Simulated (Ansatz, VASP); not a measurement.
Two plane-wave programs on FePb

```
CELL_PARAMETERS angstrom
3.39864 0.00000 0.00000
0.00000 3.39864 0.00000
0.00000 0.00000 3.39864
ATOMIC_POSITIONS crystal
Fe 0.00000 0.00000 0.00000
Pb 0.50000 0.50000 0.50000
```

Alike in both runs: functional PBE; k mesh 12 × 12 × 12; occupations gaussian, width 0.1 eV; collinear spin.

Ansatz relaxed the structure, and its values are those at the end. VASP's run is a single point on that final structure, the one shown.

|  | VASP | Ansatz |
| --- | --- | --- |
| version | VASP 6.6.1 | Ansatz 0.2.0 |
| potentials or method | VASP PAW PBE potentials, release 64 (Fe, Pb_d) | scalar-relativistic, plane waves, PAW |
| plane-wave cutoff (eV) | 520 | 420 |
| valence electrons in the cell | 22 | 30 |

|  | VASP | Ansatz | Ansatz less VASP |
| --- | --- | --- | --- |
| gap on the k mesh at the Fermi level (eV) | none | none | - |
| pressure (GPa) | -0.2 | 0.0 | +0.13 |
| net moment per atom (μB) | 1.28 | 1.29 | +0.005 |
| size of the moment on the site where the two differ most (μB) | 2.67 | 2.72 | +0.048 |

Site moments also hang on the region over which each program counts them. A gap of «none» marks a metal or a gap that the smearing closes. With one functional, cell and mesh, what is left measures potentials, basis and numerics. The two sets of potentials don't hold the same shells in valence.

Spin-orbit coupling is left out, which matters for the levels of Pb.
